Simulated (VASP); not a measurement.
Consider the following.

```cif
data_AlNi
_chemical_formula_sum 'Al1 Ni1'
_space_group_name_H-M_alt 'P 1'
_space_group_IT_number 1
_cell_length_a 2.83362
_cell_length_b 2.83362
_cell_length_c 2.83362
_cell_angle_alpha 90.000
_cell_angle_beta 90.000
_cell_angle_gamma 90.000
loop_
_space_group_symop_operation_xyz
  'x, y, z'
loop_
_atom_site_label
_atom_site_type_symbol
_atom_site_fract_x
_atom_site_fract_y
_atom_site_fract_z
_atom_site_occupancy
Al1 Al 0.50000 0.50000 0.50000 1
Ni1 Ni 0.00000 0.00000 0.00000 1
```

The numbers are results of LDA (Ceperley-Alder, Perdew-Zunger), VASP's LDA PAW potentials (set 64) (plane waves; VASP 6.6.1), not measurements. Run with 520 eV cut-off, 13×13×13 Γ-centred mesh, first-order Methfessel-Paxton smearing of 0.10 eV, potentials Al Ni.

Task: Give the energy at these volumes per atom, relative to the lowest: 10.72, 11.06, 11.40, 11.74, 12.08 Å³.

Result: 24.7, 5.4, 0.0, 6.5, 23.0 meV/atom. A third-order Birch-Murnaghan fit gives B0 = 186 GPa and B0′ = 4.3.

Measured: bulk modulus 156 GPa (computed value off by +19.5 %), as given by Yamada et al., (2019), arXiv:1910.09660; a 2.882 Å at 0 K (computed value off by -1.7 %), as given by H. Levämäki et al., Physical Review B (2014), arXiv:1402.3671 [extrapolated to 0 K, zero-point anharmonic expansion removed (Haas, Tran, Blaha 2009)]. The calculation is for a static lattice, while the measured bulk modulus holds thermal and zero-point effects, which are part of the difference.

The compound is NiAl in the CsCl type structure. It was relaxed first, which changed the volume by -6 %. The run is not spin-polarised, so no magnetic state was tried.
